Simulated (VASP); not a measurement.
Input:

```xyz
2
Lattice="4.5311 0.0000 0.0000 -2.2655 3.9240 0.0000 0.0000 0.0000 14.0000" Properties=species:S:1:pos:R:3 pbc="T T T"
Ca     2.2655     1.3080     7.0000
Se     0.0000     2.6160     7.0000
```

Calculation: PBE GGA, VASP's PBE PAW potentials (set 64) (plane waves; VASP 6.6.1). Numerical set-up: 300 eV cut-off, 7×7×1 Γ-centred mesh, Fermi-Dirac smearing of 0.050 eV, potentials Ca_sv Se.

The cell holds a wide vacuum, so values per volume refer to the whole cell.

Task: Give the energies of bands 6 to 11 at the high-symmetry points, in eV from the valence-band maximum.

Result: 
```json
[
 {"band": "6", "Γ": "-0.55", "M": "-1.26", "K": "-0.91"},
 {"band": "7", "Γ": "-0.55", "M": "-0.11", "K": "-0.45"},
 {"band": "8", "Γ": "-0.23", "M": "0.00", "K": "-0.09"},
 {"band": "9", "Γ": "3.22", "M": "4.48", "K": "4.10"},
 {"band": "10", "Γ": "5.03", "M": "4.77", "K": "4.32"},
 {"band": "11", "Γ": "5.31", "M": "4.97", "K": "4.92"}
]
```

The gap is indirect, 3.22 eV, from the valence maximum at M to the conduction minimum at Γ.

The cell is a sheet with vacuum, built from a generated structure.
